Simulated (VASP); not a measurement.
Given:

```xyz
6
Lattice="3.2925 0.0000 0.0000 -1.6463 2.8514 0.0000 0.0000 0.0000 12.3723" Properties=species:S:1:pos:R:3 pbc="T T T"
Ta     0.0000     1.9009     3.0931
Ta     1.6463     0.9505     9.2792
S      0.0000     1.9009     7.7173
S      1.6463     0.9505     1.5312
S      1.6463     0.9505     4.6550
S      0.0000     1.9009    10.8411
```

Level of theory: PBEsol GGA with spin-orbit coupling, VASP's PBE PAW potentials (set 64) (plane waves; VASP). Settings: 400 eV cut-off, 10×10×3 Γ-centred mesh, Gaussian smearing of 0.050 eV, potentials Ta_pv S.

Without a dispersion term in the relaxation, distances and binding between the weakly bound layers, chains or molecules are unreliable, and so is what depends on them.

Task: Give the energies of bands 35 to 48 at the high-symmetry points, in eV from the Fermi level.

Result: 
```json
[
 {"band": "35", "Γ": "-1.34", "M": "-2.86", "K": "-3.42", "A": "-1.59", "L": "-2.91", "H": "-3.61"},
 {"band": "36", "Γ": "-1.34", "M": "-2.86", "K": "-3.42", "A": "-1.59", "L": "-2.91", "H": "-3.61"},
 {"band": "37", "Γ": "-1.26", "M": "-1.70", "K": "-2.94", "A": "-1.29", "L": "-1.66", "H": "-2.63"},
 {"band": "38", "Γ": "-1.26", "M": "-1.70", "K": "-2.94", "A": "-1.29", "L": "-1.66", "H": "-2.63"},
 {"band": "39", "Γ": "-1.19", "M": "-1.58", "K": "-2.88", "A": "-1.29", "L": "-1.66", "H": "-2.56"},
 {"band": "40", "Γ": "-1.19", "M": "-1.58", "K": "-2.88", "A": "-1.29", "L": "-1.66", "H": "-2.56"},
 {"band": "41", "Γ": "-1.12", "M": "-1.24", "K": "-1.71", "A": "-1.15", "L": "-1.16", "H": "-1.88"},
 {"band": "42", "Γ": "-1.12", "M": "-1.24", "K": "-1.71", "A": "-1.15", "L": "-1.16", "H": "-1.88"},
 {"band": "43", "Γ": "-0.38", "M": "-1.08", "K": "-1.66", "A": "-1.15", "L": "-1.16", "H": "-1.83"},
 {"band": "44", "Γ": "-0.38", "M": "-1.08", "K": "-1.66", "A": "-1.15", "L": "-1.16", "H": "-1.83"},
 {"band": "45", "Γ": "0.59", "M": "-0.43", "K": "0.52", "A": "1.27", "L": "-0.27", "H": "0.54"},
 {"band": "46", "Γ": "0.59", "M": "-0.43", "K": "0.52", "A": "1.27", "L": "-0.27", "H": "0.54"},
 {"band": "47", "Γ": "1.55", "M": "-0.14", "K": "0.90", "A": "1.27", "L": "-0.27", "H": "0.87"},
 {"band": "48", "Γ": "1.55", "M": "-0.14", "K": "0.90", "A": "1.27", "L": "-0.27", "H": "0.87"}
]
```

It has no gap at this level: it comes out as a metal or semimetal.

The structure was generated: TaS2 was put into the 2H-MoS2 type (P6_3/mmc), which need not be its known phase. It was relaxed first, which changed the volume by +6 %.
